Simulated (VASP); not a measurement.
These are PBEsol GGA, VASP's PBE PAW potentials (set 64) (plane waves; VASP) values and carry that method's errors.

A VASP calculation is set up with these files.

INCAR:
```
EDIFF  =  1E-7
LREAL  =  .FALSE.
ALGO  =  Normal
ICHARG  =  11   ! fixed density
SYSTEM  =  RuAl
LWAVE  =  .FALSE.
LORBIT  =  11   ! lm-projected
ENCUT  =  520
ISMEAR  =  0   ! Gaussian
NELM  =  100
GGA  =  PS   ! PBEsol
LASPH  =  .TRUE.
PREC  =  Accurate
LMAXMIX  =  4   ! l cut-off of mixed one-centre charges
SIGMA  =  0.05   ! width (eV)
LCHARG  =  .FALSE.
```

POSCAR:
```
RuAl
2.9765710
  1.0000000768   0.0000000000   0.0000000000
  0.0000000000   1.0000000768   0.0000000000
  0.0000000000   0.0000000000   1.0000000768
Al Ru
1 1
Cart
  0.5000000384   0.5000000384   0.5000000384
  0.0000000000   0.0000000000   0.0000000000
```

### KPOINTS
```
k-points along high-symmetry lines
15
Line-mode
Reciprocal
  0.000000   0.000000   0.000000 ! GAMMA
  0.000000   0.500000   0.000000 ! X

  0.000000   0.500000   0.000000 ! X
  0.500000   0.500000   0.000000 ! M

  0.500000   0.500000   0.000000 ! M
  0.000000   0.000000   0.000000 ! GAMMA

  0.000000   0.000000   0.000000 ! GAMMA
  0.500000   0.500000   0.500000 ! R

  0.500000   0.500000   0.500000 ! R
  0.000000   0.500000   0.000000 ! X

  0.500000   0.500000   0.500000 ! R
  0.500000   0.500000   0.000000 ! M
```

POTCAR, in this order: Al Ru_pv (PBE.64 set). Program: vasp_std. Read from the step before: CHGCAR.

Output

File OSZICAR:
```
       N       E                     dE             d eps       ncg     rms          rms(c)
DAV:   1     0.118359095405E+03    0.11836E+03   -0.95396E+03  2184   0.133E+03
DAV:   2    -0.124953347341E+02   -0.13085E+03   -0.12481E+03  2348   0.351E+02
DAV:   3    -0.147444508359E+02   -0.22491E+01   -0.22306E+01  2592   0.481E+01
DAV:   4    -0.147700296694E+02   -0.25579E-01   -0.25546E-01  2608   0.489E+00
DAV:   5    -0.147707141474E+02   -0.68448E-03   -0.68443E-03  2824   0.625E-01
DAV:   6    -0.147707291417E+02   -0.14994E-04   -0.14996E-04  2816   0.724E-02
DAV:   7    -0.147707292977E+02   -0.15594E-06   -0.15490E-06  2740   0.621E-03
DAV:   8    -0.147707292981E+02   -0.41564E-09   -0.11597E-08  1656   0.597E-04
   1 F= -.14770729E+02 E0= -.14770191E+02  d E =-.107607E-02
```

**OUTCAR**
```
 val. band max:       11.6543473194   @ k =   0.3929   0.5000   0.3929

 cond. band min:      11.7880702396   @ k =   0.4286   0.4286   0.4286



 k-point     1 :       0.0000    0.0000    0.0000
  band No.  band energies     occupation
      1     -30.9037      2.00000
      2     -30.9037      2.00000
      3     -30.9037      2.00000
      4       1.0384      2.00000
      5       7.1377      2.00000
      6       7.1377      2.00000
      7      11.0066      2.00000
      8      11.0066      2.00000
      9      11.0066      2.00000
     10      16.9562      0.00000
     11      16.9562      0.00000
     12      16.9562      0.00000

 k-point     2 :       0.0000    0.0357    0.0000
  band No.  band energies     occupation
      1     -30.9066      2.00000
      2     -30.9035      2.00000
      3     -30.9035      2.00000
      4       1.0633      2.00000
      5       7.1465      2.00000
      6       7.1472      2.00000
      7      10.9737      2.00000
      8      10.9737      2.00000
      9      11.0097      2.00000
     10      16.8245      0.00000
     11      17.0076      0.00000
     12      17.0076      0.00000

 k-point     3 :       0.0000    0.0714    0.0000
  band No.  band energies     occupation
      1     -30.9150      2.00000
      2     -30.9028      2.00000
      3     -30.9028      2.00000
      4       1.1380      2.00000
      5       7.1729      2.00000
      6       7.1741      2.00000
      7      10.8796      2.00000
      8      10.8796      2.00000
      9      11.0190      2.00000
     10      16.4720      0.00000
     11      17.1575      0.00000
     12      17.1575      0.00000

 k-point     4 :       0.0000    0.1071    0.0000
  band No.  band energies     occupation
      1     -30.9284      2.00000
      2     -30.9017      2.00000
      3     -30.9017      2.00000
      4       1.2614      2.00000
      5       7.2132      2.00000
      6       7.2158      2.00000
      7      10.7356      2.00000
...
```

The density is held fixed in this step, so its total energy and stress have no physical meaning.

The compound is RuAl in the CsCl type structure. It was relaxed first. The electron count is odd and the run is not spin-polarised, which forces a metal.
